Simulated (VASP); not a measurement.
Method: PBEsol GGA, VASP's PBE PAW potentials (set 64) (plane waves; VASP).

A VASP calculation is set up with these files.

### POSCAR
```
SiC
20.1632630
  0.0763673142  -0.1322720724   0.0000000000
  0.0763673142   0.1322720724   0.0000000000
  0.0000000000   0.0000000000   0.4999999879
Si C
4 4
Cartesian
  0.0000000000   0.0000000000   0.0001522940
  0.0000000000   0.0000000000   0.2501522880
  0.0763673142  -0.0440907790   0.3751214600
  0.0763673142   0.0440907790   0.1251214661
  0.0000000000   0.0000000000   0.4064217887
  0.0000000000   0.0000000000   0.1564217947
  0.0763673142  -0.0440907790   0.2811194316
  0.0763673142   0.0440907790   0.0311194376
```

File KPOINTS:
```
k-points along high-symmetry lines
10
Line-mode
Reciprocal
  0.000000   0.000000   0.000000 ! GAMMA
  0.000000   0.500000   0.000000 ! M

  0.000000   0.500000   0.000000 ! M
 -0.333333   0.666667   0.000000 ! K

 -0.333333   0.666667   0.000000 ! K
  0.000000   0.000000   0.000000 ! GAMMA

  0.000000   0.000000   0.000000 ! GAMMA
  0.000000   0.000000   0.500000 ! A

  0.000000   0.000000   0.500000 ! A
  0.000000   0.500000   0.500000 ! L

  0.000000   0.500000   0.500000 ! L
 -0.333333   0.666667   0.500000 ! H

 -0.333333   0.666667   0.500000 ! H
  0.000000   0.000000   0.500000 ! A

  0.000000   0.500000   0.500000 ! L
  0.000000   0.500000   0.000000 ! M

 -0.333333   0.666667   0.500000 ! H
 -0.333333   0.666667   0.000000 ! K
```

INCAR:
```
SYSTEM = SiC
PREC = Accurate
ENCUT = 520
EDIFF = 1E-7
NELM = 100
ALGO = Normal
LREAL = .FALSE.
LASPH = .TRUE.
ISMEAR = 0
SIGMA = 0.05
GGA = PS
LWAVE = .FALSE.
LCHARG = .FALSE.
LORBIT = 11
ICHARG = 11
```

POTCAR, in this order: Si C (PBE.64 set). Program: vasp_std. Read from the step before: CHGCAR.

Output of the run:

**OSZICAR**
```
       N       E                     dE             d eps       ncg     rms          rms(c)
DAV:   1     0.863455359998E+02    0.86346E+02   -0.14575E+04  3780   0.135E+03
DAV:   2    -0.540793587350E+02   -0.14042E+03   -0.13293E+03  5253   0.214E+02
DAV:   3    -0.609685047023E+02   -0.68891E+01   -0.68231E+01  4695   0.472E+01
DAV:   4    -0.610882862682E+02   -0.11978E+00   -0.11962E+00  4735   0.669E+00
DAV:   5    -0.610903571963E+02   -0.20709E-02   -0.20702E-02  4620   0.857E-01
DAV:   6    -0.610904285867E+02   -0.71390E-04   -0.71383E-04  4752   0.137E-01
DAV:   7    -0.610904305340E+02   -0.19473E-05   -0.19470E-05  4595   0.212E-02
DAV:   8    -0.610904306278E+02   -0.93777E-07   -0.93324E-07  3809   0.376E-03
   1 F= -.61090431E+02 E0= -.61090431E+02  d E =-.157924E-10
```

OUTCAR:
```
 val. band max:        8.1187547713   @ k =   0.0000   0.0000   0.0000

 cond. band min:      10.2269731637   @ k =   0.0000   0.5000   0.0000



 k-point     1 :       0.0000    0.0000    0.0000
  band No.  band energies     occupation
      1      -7.3790      2.00000
      2      -6.1968      2.00000
      3      -6.1600      2.00000
      4      -3.7768      2.00000
      5      -0.5530      2.00000
      6       3.7159      2.00000
      7       3.7543      2.00000
      8       6.9275      2.00000
      9       6.9275      2.00000
     10       7.3893      2.00000
     11       7.3893      2.00000
     12       7.5330      2.00000
     13       7.5331      2.00000
     14       8.0654      2.00000
     15       8.1187      2.00000
     16       8.1188      2.00000
     17      13.1382      0.00000
     18      13.7165      0.00000
     19      14.3487      0.00000
     20      14.3559      0.00000
     21      15.0206      0.00000

 k-point     2 :       0.0000    0.0556    0.0000
  band No.  band energies     occupation
      1      -7.3252      2.00000
      2      -6.1447      2.00000
      3      -6.1076      2.00000
      4      -3.7311      2.00000
      5      -0.5032      2.00000
      6       3.7351      2.00000
      7       3.7745      2.00000
      8       6.6009      2.00000
      9       6.8169      2.00000
     10       7.1339      2.00000
     11       7.2787      2.00000
     12       7.3280      2.00000
     13       7.4521      2.00000
     14       7.9074      2.00000
     15       8.0300      2.00000
     16       8.0987      2.00000
     17      13.3403      0.00000
     18      13.8982      0.00000
     19      14.3684      0.00000
     20      14.4504      0.00000
     21      14.8766      0.00000

 k-point     3 :       0.0000    0.1111    0.0000
  band No.  band energies     occupation
      1      -7.1642      2.00000
      2      -5.9891      2.00000
      3      -5.9512      2.00000
      4      -3.5957      2.00000
...
```

The density is held fixed in this step, so its total energy and stress have no physical meaning.

The compound is SiC in the 4h structure. It was relaxed first.
